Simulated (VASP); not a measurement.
# CoSn with PBE: from relaxation to properties, part 2 of 3

How well does PBE reproduce what experiment finds for CoSn? The cell is relaxed first, and properties follow on it. The start is a computed cell from the Materials Project.

VASP 6.6.1, plane waves and PAW; the level of theory is named at each step.

So far. Step 8 (Full relaxation (PBE)): It ends with forces that vanish by symmetry and a pressure of 0.04 GPa. Step 9 (Second relaxation): It ends with forces that vanish by symmetry and a pressure of -0.03 GPa. The relaxed cell has a = 5.294, c = 4.228 Å (conventional setting).

## Step 10: Density, ELF and potential (PBE)

The relaxed cell gets a fresh self-consistent run, on a basis set for its own volume, to fix the density and to check the remaining stress.

Contents of INCAR:

```
SYSTEM = CoSn
PREC = Accurate
ENCUT = 400
EDIFF = 1E-06
NELM = 100
ISMEAR = 1
SIGMA = 0.2
LREAL = .FALSE.
ALGO = Normal
GGA = PE
NBANDS = 45
ISPIN = 2
MAGMOM = -0 -0 -0 0 0 0
LASPH = .TRUE.
LMAXMIX = 4
LORBIT = 11
LWAVE = .FALSE.
LCHARG = .TRUE.
ISIF = 2
LELF = .TRUE.
LVHAR = .TRUE.
```

Contents of POSCAR:

```
CoSn
1.0
    5.2937248327      0.0000000000      0.0000000000
   -2.6468624163      4.5845001857      0.0000000000
    0.0000000000      0.0000000000      4.2276606844
Co Sn
3 3
Direct
    0.0000000000      0.5000000000      0.0000000000
    0.5000000000      0.5000000000      0.0000000000
    0.5000000000      0.0000000000      0.0000000000
    0.6666666700      0.3333333300      0.5000000000
    0.3333333300      0.6666666700      0.5000000000
    0.0000000000      0.0000000000      0.0000000000
```

Contents of KPOINTS:

```
Automatic mesh
0
Gamma
6 6 6
0 0 0
```

The projector-augmented-wave data sets are Co and Sn_d (PBE family, release 64).

Launch:

```sh
mpirun -np 8 vasp_std
```

The job ended after 14 s (8 MPI ranks of Intel Xeon 6975P-C (Granite Rapids), shared host; peak memory 1.1 GiB).

With spin, VASP writes an ELF for each channel.

Numbers from this step:

| Property | Result |
| --- | --- |
| SCF cycles | 14 |
| bands | 48 |
| Fermi energy | 9.761 eV |
| pressure | 0.07201 GPa |

Valence electrons inside each PAW sphere by angular momentum. Sphere charges, by row:

| atom | s (e) | p (e) | d (e) | tot (e) |
| --- | --- | --- | --- | --- |
| Co1 | 0.395 | 0.451 | 7.462 | 8.308 |
| Co2 | 0.395 | 0.451 | 7.462 | 8.308 |
| Co3 | 0.395 | 0.451 | 7.462 | 8.308 |
| Sn4 | 1.13 | 1.241 | 10.06 | 12.44 |
| Sn5 | 1.13 | 1.241 | 10.06 | 12.44 |
| Sn6 | 1.162 | 1.095 | 10.04 | 12.29 |

Electrostatic potential energy in the ab plane at fractional z = 0.000, with atoms of Co and Sn within 0.2 Å of it. With pseudopotentials it is smooth inside the atoms' cores, unlike the true potential.

Values in eV, 14 rows by 15 columns, each cell a mean:
```
-94 -64 -23  -3  -4 -25 -75 -91 -63 -17  -3  -5 -32 -75 -98
-53 -22  -4  -1  -4 -18 -39 -35 -15  -3  -1  -6 -32 -61 -71
-11  -3   0   0  -2  -6  -8  -5  -1   0  -1  -4 -15 -26 -24
 -3  -4  -3  -1   0   0   0  -1  -2  -3  -3  -2  -3  -3  -3
-16 -21 -13  -4   0   1  -2 -10 -20 -18  -8  -2   0  -1  -6
-68 -62 -26  -5   0  -2 -18 -53 -71 -46 -11  -1   0  -8 -33
-99 -72 -21  -3  -1 -12 -57 -94 -93 -45  -7  -1  -5 -29 -82
-81 -37  -8   0  -3 -24 -73 -90 -62 -18  -2  -1 -10 -46 -88
-26  -8  -1   0  -4 -18 -40 -37 -16  -3   1  -1 -10 -30 -43
 -4  -2  -1  -1  -3  -7  -9  -5  -1   0   1   0  -4  -8  -8
 -6 -11 -10  -4  -2  -1   0  -1  -2  -3  -2   0   0  -1  -2
-40 -49 -37 -14  -2   0  -2 -10 -19 -17  -7  -1   0  -3 -17
-88 -85 -57 -19  -2  -3 -17 -52 -71 -47 -11  -2  -3 -23 -61
-99 -90 -50 -11  -3 -12 -57 -96 -94 -46  -8  -3 -16 -58 -94
```
Columns run along a (5.3 Å; values clipped at the 3rd and 97th percentile), rows up along b (5.3 Å). Atoms in or near the plane, at fractional coordinates: Co at (0.00, 0.50), Co at (0.50, 0.50), Co at (0.50, 0.00), Sn at (0.00, 0.00).

Valence density in the ab plane at fractional z = 0.000, with atoms of Co and Sn within 0.2 Å of it. It is the smooth field of the valence electrons, not physical close to the nuclei.

Ten even steps from '_' (0 e/Å³) to '@' (11 e/Å³), each cell a mean:
```
##::______..==**--________--##
..__________::..__________::--
______________________________
______________________________
______________________________
==--..________::==::________..
##==..______--****::______..++
++..______..==++--________::++
..__________::..__________..::
______________________________
______________________________
....__________________________
++++::________::==::________::
@@**..______--****::______::##
```
Columns run along a (5.3 Å), rows up along b (5.3 Å). Atoms in or near the plane, at fractional coordinates: Co at (0.00, 0.50), Co at (0.50, 0.50), Co at (0.50, 0.00), Sn at (0.00, 0.00).

ELF of up spins in the ab plane at fractional z = 0.000, with atoms of Co and Sn within 0.2 Å of it. It is the smooth field of the valence electrons, not physical close to the nuclei.

Values, 14 rows by 15 columns, each cell a mean:
```
0.10 0.27 0.42 0.38 0.26 0.11 0.01 0.00 0.03 0.15 0.30 0.39 0.42 0.20 0.08
0.34 0.42 0.41 0.36 0.21 0.11 0.07 0.08 0.14 0.25 0.40 0.41 0.43 0.30 0.23
0.41 0.39 0.38 0.36 0.27 0.20 0.19 0.23 0.30 0.35 0.40 0.40 0.43 0.44 0.43
0.31 0.25 0.24 0.30 0.31 0.26 0.28 0.30 0.27 0.24 0.29 0.35 0.40 0.41 0.38
0.18 0.12 0.15 0.22 0.28 0.29 0.24 0.18 0.12 0.14 0.22 0.29 0.39 0.34 0.25
0.03 0.02 0.11 0.21 0.29 0.23 0.15 0.05 0.02 0.05 0.16 0.28 0.32 0.19 0.09
0.01 0.02 0.12 0.26 0.30 0.16 0.04 0.01 0.00 0.05 0.19 0.31 0.24 0.09 0.01
0.01 0.07 0.20 0.32 0.24 0.10 0.01 0.01 0.04 0.15 0.26 0.28 0.18 0.05 0.00
0.13 0.21 0.32 0.34 0.22 0.15 0.07 0.07 0.16 0.22 0.29 0.24 0.18 0.08 0.06
0.28 0.36 0.41 0.38 0.29 0.23 0.18 0.22 0.27 0.28 0.30 0.28 0.23 0.18 0.22
0.39 0.42 0.42 0.39 0.37 0.32 0.31 0.32 0.26 0.22 0.25 0.33 0.33 0.32 0.35
0.40 0.37 0.42 0.43 0.41 0.38 0.27 0.18 0.14 0.14 0.19 0.28 0.40 0.41 0.42
0.12 0.13 0.32 0.43 0.40 0.27 0.13 0.04 0.02 0.04 0.16 0.29 0.40 0.42 0.29
0.21 0.11 0.35 0.41 0.33 0.20 0.04 0.01 0.00 0.06 0.23 0.35 0.42 0.31 0.10
```
Columns run along a (5.3 Å), rows up along b (5.3 Å). Atoms in or near the plane, at fractional coordinates: Co at (0.00, 0.50), Co at (0.50, 0.50), Co at (0.50, 0.00), Sn at (0.00, 0.00).

In this run the pressure is 0.07 GPa, small enough to go on; single stress components reach 0.07 GPa.

## Step 11: Bands along the symmetry lines (PBE)

The mesh alone shows little of the dispersion and can miss band extrema, so KPOINTS_OPT adds a path through the symmetry points after the self-consistent cycle.

INCAR: that of step 10 with these lines changed.

```diff
@@ -10,3 +10,3 @@
 GGA = PE
-NBANDS = 45
+NBANDS = 55
 ISPIN = 2
@@ -17,5 +17,3 @@
 LWAVE = .FALSE.
-LCHARG = .TRUE.
-ISIF = 2
-LELF = .TRUE.
-LVHAR = .TRUE.
+LCHARG = .FALSE.
+KPAR = 8
```

POSCAR is that of step 10.

KPOINTS is that of step 10.

Contents of KPOINTS_OPT:

```
Line mode
16
Line-mode
Reciprocal
  0.00000000   0.00000000   0.00000000 GAMMA
  0.50000000   0.00000000   0.00000000 M

  0.50000000   0.00000000   0.00000000 M
  0.33333333   0.33333333   0.00000000 K

  0.33333333   0.33333333   0.00000000 K
  0.00000000   0.00000000   0.00000000 GAMMA

  0.00000000   0.00000000   0.00000000 GAMMA
  0.00000000   0.00000000   0.50000000 A

  0.00000000   0.00000000   0.50000000 A
  0.50000000   0.00000000   0.50000000 L

  0.50000000   0.00000000   0.50000000 L
  0.33333333   0.33333333   0.50000000 H

  0.33333333   0.33333333   0.50000000 H
  0.00000000   0.00000000   0.50000000 A

  0.50000000   0.00000000   0.50000000 L
  0.50000000   0.00000000   0.00000000 M

  0.33333333   0.33333333   0.00000000 K
  0.33333333   0.33333333   0.50000000 H
```

Launch:

```sh
mpirun -np 8 vasp_std
```

It took 51 s on 8 MPI ranks; peak memory 3.5 GiB.

Spin-orbit coupling is off here; it can split and shift levels that hold much weight on Sn by tenths of an eV or more.

Numbers from this step:

```
bands    : 55
pressure : 0.07532 GPa
```

Both spin channels agree. Electronic bands along the path, in eV, zero at the Fermi level; # counts the bands kept in this run:

| point | #16 | #17 | #18 | #19 | #20 | #21 | #22 | #23 |
| --- | --- | --- | --- | --- | --- | --- | --- | --- |
| Γ | -0.40 | -0.40 | -0.38 | -0.38 | 0.53 | 0.60 | 1.37 | 1.37 |
| 0.47 of the way | -0.45 | -0.39 | -0.28 | -0.02 | 0.59 | 1.09 | 1.69 | 2.16 |
| M | -0.60 | -0.39 | -0.38 | 0.74 | 1.02 | 1.65 | 1.80 | 2.47 |
| 0.47 of the way | -0.74 | -0.47 | -0.25 | 0.78 | 1.22 | 1.41 | 1.88 | 2.16 |
| K | -0.95 | -0.57 | -0.15 | 1.06 | 1.35 | 1.35 | 1.85 | 1.85 |
| 0.53 of the way | -0.47 | -0.44 | -0.27 | 0.12 | 0.60 | 1.04 | 2.09 | 2.37 |
| Γ | -0.40 | -0.40 | -0.38 | -0.38 | 0.53 | 0.60 | 1.37 | 1.37 |
| 0.47 of the way | -0.42 | -0.42 | -0.40 | -0.40 | 0.50 | 0.53 | 0.66 | 0.66 |
| A | -0.90 | -0.48 | -0.46 | -0.46 | -0.36 | -0.36 | -0.11 | 0.53 |
| 0.47 of the way | -0.91 | -0.53 | -0.47 | -0.43 | -0.18 | -0.16 | 0.23 | 0.86 |
| L | -0.92 | -0.67 | -0.47 | -0.41 | -0.36 | -0.11 | 0.45 | 1.26 |
| 0.47 of the way | -0.92 | -0.64 | -0.51 | -0.46 | -0.43 | -0.09 | 0.76 | 1.84 |
| H | -0.71 | -0.71 | -0.59 | -0.59 | -0.46 | -0.10 | 1.32 | 3.36 |
| 0.53 of the way | -0.91 | -0.53 | -0.48 | -0.44 | -0.17 | -0.15 | 0.36 | 1.13 |
| A | -0.90 | -0.48 | -0.46 | -0.46 | -0.36 | -0.36 | -0.11 | 0.53 |
| jump to L | -0.92 | -0.67 | -0.47 | -0.41 | -0.36 | -0.11 | 0.45 | 1.26 |
| 0.47 of the way | -0.50 | -0.44 | -0.37 | -0.37 | -0.02 | 0.45 | 1.53 | 1.66 |
| M | -0.60 | -0.39 | -0.38 | 0.74 | 1.02 | 1.65 | 1.80 | 2.47 |
| jump to K | -0.95 | -0.57 | -0.15 | 1.06 | 1.35 | 1.35 | 1.85 | 1.85 |
| 0.47 of the way | -0.81 | -0.70 | -0.13 | 0.06 | 0.06 | 0.33 | 1.71 | 1.84 |
| H | -0.71 | -0.71 | -0.59 | -0.59 | -0.46 | -0.10 | 1.32 | 3.36 |

Of the projections kept (Co, Sn), the largest for each band there, as a share of the weight inside these atoms' spheres; weight between the spheres isn't counted:

| point | #16 | #17 | #18 | #19 | #20 | #21 | #22 | #23 |
| --- | --- | --- | --- | --- | --- | --- | --- | --- |
| Γ | Co 0.98 | Co 0.98 | Co 0.99 | Co 0.99 | Co 1.00 | Co 0.81 | Co 0.87 | Co 0.87 |
| M | Co 0.93 | Co 0.99 | Co 1.00 | Co 0.96 | Co 0.74 | Sn 0.54 | Co 0.61 | Co 0.61 |
| K | Co 0.98 | Co 0.98 | Co 0.99 | Co 0.74 | Co 0.67 | Co 0.67 | Co 0.70 | Co 0.70 |
| Γ | Co 0.98 | Co 0.98 | Co 0.99 | Co 0.99 | Co 1.00 | Co 0.81 | Co 0.87 | Co 0.87 |
| A | Co 0.96 | Co 1.00 | Co 0.99 | Co 0.99 | Co 0.98 | Co 0.98 | Sn 1.00 | Co 1.00 |
| L | Co 0.96 | Co 0.90 | Co 0.99 | Co 0.87 | Co 1.00 | Co 0.91 | Co 0.72 | Co 0.89 |

There is no gap at this level.

## Step 12: Density of states (PBE)

Here the states are counted by energy and projected on the atoms. The mesh is finer than in the run before.

INCAR: that of step 11 with these lines changed.

```diff
@@ -5,3 +5,3 @@
 NELM = 100
-ISMEAR = 1
+ISMEAR = -5
 SIGMA = 0.2
@@ -19 +19,2 @@
 KPAR = 8
+NEDOS = 2001
```

POSCAR is that of step 11.

Contents of KPOINTS:

```
Automatic mesh
0
Gamma
9 9 9
0 0 0
```

Launch:

```sh
mpirun -np 8 vasp_std
```

Wall time 30 s (8 MPI ranks); peak memory 3.7 GiB; 3.9 min of CPU time.

With tetrahedra the forces and stress of a metal are not exact derivatives of the energy.

This step gave:

```
SCF cycles                                           : 16
irreducible k-points                                 : 60
free energy (TOTEN)                                  : -33.24 eV
Fermi energy                                         : 9.813 eV
pressure                                             : -0.04639 GPa
DOS at the Fermi level, one point of the energy grid : 3.376 states/eV/cell
```

The density of states has structure finer than the step of the table below, so its rows give means over 0.5 eV, whole bins alone (the curve runs from -12.0 to 3.04 eV). Peaks (eV: height): total -2.67: 8.74, -2.18: 11.4, -1.85: 15.4, -0.47: 20.0; Co d -2.18: 7.29, -1.85: 11.5, -0.47: 18.4, 0.51: 4.93; Sn p -3.49: 1.02, -2.67: 1.58, -2.18: 1.46, -1.85: 1.10; Co p -2.67: 0.473, -2.18: 0.502, -1.85: 0.432, -1.45: 0.418; Sn s -9.61: 0.608, -7.82: 1.45, -7.49: 1.13, -7.00: 1.23.

States under -12.0 eV and over 3.0 eV are left out; both spin channels agree and are summed. Density of states against energy, zero at the Fermi level; means over each step; values in states/eV/cell:

| energy (eV) | total | Co d | Sn p | Co p | Sn s | Co s |
| --- | --- | --- | --- | --- | --- | --- |
| -11.5 | 0.00824 | 0 | 0 | 1.5e-5 | 0.00394 | 0.00137 |
| -11.0 | 0.337 | 5.4e-4 | 0.00364 | 0.00284 | 0.159 | 0.0533 |
| -10.5 | 0.615 | 0.00139 | 0.0139 | 0.0112 | 0.289 | 0.0884 |
| -10.0 | 0.891 | 0.00525 | 0.0293 | 0.0253 | 0.421 | 0.113 |
| -9.5 | 1.07 | 0.00975 | 0.0409 | 0.0426 | 0.517 | 0.110 |
| -9.0 | 1.00 | 0.0147 | 0.0457 | 0.0502 | 0.490 | 0.0787 |
| -8.5 | 1.21 | 0.0262 | 0.0639 | 0.0597 | 0.578 | 0.0986 |
| -8.0 | 1.85 | 0.0590 | 0.0880 | 0.0960 | 0.913 | 0.133 |
| -7.5 | 1.89 | 0.104 | 0.0744 | 0.104 | 1.00 | 0.0767 |
| -7.0 | 1.93 | 0.169 | 0.0701 | 0.0998 | 1.06 | 0.0481 |
| -6.5 | 0.659 | 0.0704 | 0.0336 | 0.0351 | 0.341 | 0.0218 |
| -6.0 | 0.475 | 0.0634 | 0.0376 | 0.0244 | 0.205 | 0.0345 |
| -5.5 | 0.767 | 0.0593 | 0.168 | 0.0490 | 0.0909 | 0.165 |
| -5.0 | 1.28 | 0.170 | 0.327 | 0.0725 | 0.0869 | 0.203 |
| -4.5 | 2.49 | 0.410 | 0.695 | 0.125 | 0.110 | 0.283 |
| -4.0 | 2.42 | 0.549 | 0.624 | 0.133 | 0.110 | 0.219 |
| -3.5 | 3.83 | 1.35 | 0.865 | 0.206 | 0.148 | 0.256 |
| -3.0 | 3.73 | 1.72 | 0.747 | 0.212 | 0.0671 | 0.0984 |
| -2.5 | 6.87 | 3.69 | 1.19 | 0.404 | 0.0549 | 0.0745 |
| -2.0 | 11.2 | 7.99 | 1.02 | 0.365 | 0.0289 | 0.0435 |
| -1.5 | 9.47 | 7.31 | 0.521 | 0.282 | 0.0123 | 0.0190 |
| -1.0 | 6.26 | 5.47 | 0.0912 | 0.0550 | 0.00793 | 0.0409 |
| -0.5 | 14.3 | 12.9 | 0.225 | 0.137 | 0.0700 | 0.0374 |
| 0.0 | 4.37 | 3.37 | 0.265 | 0.111 | 0.0548 | 0.0377 |
| 0.5 | 4.28 | 2.90 | 0.455 | 0.106 | 0.104 | 0.0247 |
| 1.0 | 3.71 | 2.07 | 0.567 | 0.129 | 0.172 | 0.0414 |
| 1.5 | 2.41 | 1.17 | 0.436 | 0.115 | 0.127 | 0.0525 |
| 2.0 | 2.37 | 0.922 | 0.495 | 0.119 | 0.212 | 0.0669 |
| 2.5 | 2.01 | 0.647 | 0.463 | 0.0931 | 0.238 | 0.0788 |

The finer mesh and the other smearing move the Fermi level by +0.05 eV from the 6×6×6 run, one measure of the sampling error in the zero of the bands above. Of the states within 0.3 eV of the Fermi level, the largest shares in the PAW spheres are Co d 76 % and Sn p 6 %. The rest lies in smaller channels or between the spheres.

## Step 13: Vibrations at Γ (PBE)

Zone-centre modes test whether the atoms sit at a minimum within this cell. IBRION = 8 takes the force constants from linear response, which needs tightly converged orbitals.

Contents of INCAR:

```
SYSTEM = CoSn
PREC = Accurate
ENCUT = 400
EDIFF = 1E-08
NELM = 100
ISMEAR = 1
SIGMA = 0.2
LREAL = .FALSE.
ALGO = Normal
GGA = PE
NBANDS = 45
ISPIN = 2
MAGMOM = -0 -0 -0 0 0 0
LASPH = .TRUE.
LMAXMIX = 4
LORBIT = 11
LWAVE = .FALSE.
LCHARG = .FALSE.
KPAR = 8
IBRION = 8
ISIF = 2
```

POSCAR is that of step 12.

Contents of KPOINTS:

```
Automatic mesh
0
Gamma
7 7 7
0 0 0
```

Launch:

```sh
mpirun -np 8 vasp_std
```

Elapsed: 6.1 min, on 8 MPI ranks; peak memory 9.2 GiB.

Energies printed during the response cycles are not total energies of the cell.

Numbers from this step:

```
bands                     : 45
irreducible k-points      : 32
pressure of the cell      : -0.1023 GPa
largest force of the cell : 0 eV/Å
Fermi energy              : 9.801 eV
```

Modes at Γ, with each element's share of the kinetic energy:

| mode | frequency (cm⁻¹) | symmetry | Co % | Sn % |
| --- | --- | --- | --- | --- |
| 1 | -0.3 | acoustic | 33 | 67 |
| 2 | -0.1 | acoustic | 33 | 67 |
| 3 | -0.1 | acoustic | 33 | 67 |
| 4 | 67.2 | Bu | 100 | 0 |
| 5 | 105.6 | E1u | 16 | 84 |
| 6 | 105.6 | E1u | 16 | 84 |
| 7 | 106.2 | A2u | 9 | 91 |
| 8 | 158.3 | E2u | 100 | 0 |
| 9 | 158.3 | E2u | 100 | 0 |
| 10 | 163.8 | E2g | 0 | 100 |
| 11 | 163.8 | E2g | 0 | 100 |
| 12 | 177.3 | Bg | 0 | 100 |
| 13 | 178.2 | E1u | 63 | 37 |
| 14 | 178.2 | E1u | 63 | 37 |
| 15 | 237.1 | E1u | 87 | 13 |
| 16 | 237.1 | E1u | 87 | 13 |
| 17 | 256.4 | Bu | 100 | 0 |
| 18 | 256.9 | A2u | 57 | 43 |

Displacements in mode 4 (67.2 cm⁻¹), the largest set to 1:
```
Co1  0.50 -0.87  0.00
Co2  0.50  0.87  0.00
Co3 -1.00  0.00  0.00
Sn4  0.00  0.00  0.00
Sn5  0.00  0.00  0.00
Sn6  0.00  0.00  0.00
```

Displacements in mode 11 (163.8 cm⁻¹), the largest set to 1:
```
Co1  0.00  0.00  0.00
Co2  0.00  0.00  0.00
Co3  0.00  0.00  0.00
Sn4 -1.00 -0.35  0.00
Sn5  1.00  0.35  0.00
Sn6  0.00  0.00  0.00
```

The three acoustic modes lie within 0.3 cm⁻¹ of zero, and all others are real. By the characters of their eigenvectors the optical modes sort into (cm⁻¹) Raman active: E2g 164; infrared active: E1u 106, A2u 106, E1u 178, E1u 237, A2u 257; silent: Bu 67, E2u 158, Bg 177, Bu 256. B labels carry no number here, since it depends on the setting of the axes. With a centre of inversion no mode is active in both.

## Step 14: Band structure (PBE + SOC)

This step: PBE, spin-orbit coupling, no spin polarisation; plane waves and PAW (Co, Sn_d) (VASP 6.6.1).

The mesh alone shows little of the dispersion and can miss band extrema, so KPOINTS_OPT adds a path through the symmetry points after the self-consistent cycle. Spin-orbit coupling needs spinors and the noncollinear program, where each band holds one electron.

Contents of INCAR:

```
SYSTEM = CoSn
PREC = Accurate
ENCUT = 400
EDIFF = 1E-06
NELM = 100
ISMEAR = 1
SIGMA = 0.2
LREAL = .FALSE.
ALGO = Normal
GGA = PE
LNONCOLLINEAR = .TRUE.
MAGMOM = 0 0 -0 0 0 -0 0 0 -0 0 0 0 0 0 0 0 0 0
NBANDS = 84
GGA_COMPAT = .FALSE.
LASPH = .TRUE.
LSORBIT = .TRUE.
LORBMOM = .TRUE.
ISYM = -1
LMAXMIX = 4
LORBIT = 11
LWAVE = .FALSE.
LCHARG = .FALSE.
KPAR = 8
```

POSCAR is that of step 13.

Contents of KPOINTS:

```
Automatic mesh
0
Gamma
5 5 5
0 0 0
```

KPOINTS_OPT is that of step 11.

Launch:

```sh
mpirun -np 8 vasp_ncl
```

Elapsed: 4 min, on 8 MPI ranks; peak memory 13 GiB; 32 min of CPU time.

Its electron count is odd, so without a moment it is a metal by construction.

This step gave:

| Item | Value |
| --- | --- |
| SCF cycles | 21 |
| bands | 84 |
| irreducible k-points | 125 |
| free energy (TOTEN) | -33.44 eV |
| energy at zero smearing | -33.45 eV |
| Fermi energy | 9.693 eV |
| pressure | -0.1779 GPa |
| moment of the cell, from the last line of the log | 1.94e-4, -6.78e-4, 5.40e-4 μB |

(Continued in part 3 of 3.)

[Lines on the potential files, build, host, timing and source positions are cut from VASP's logs without a mark.]

[Logs are printed without paths, hosts, clocks, repeated set-up lines and the standing remarks that a program may print on its own settings, such as how far it seeks lower states.]

[Hosts, paths, dates, database ids (printed as entryN), source tags and the programs' standing remarks are cut or masked in the printed files.]

[A measured line is paired with the nearest computed mode of its activity, which favours agreement.]

[In band tables of VASP the shares of atoms and orbitals are scaled to a sum of 1 inside the atoms' spheres.]
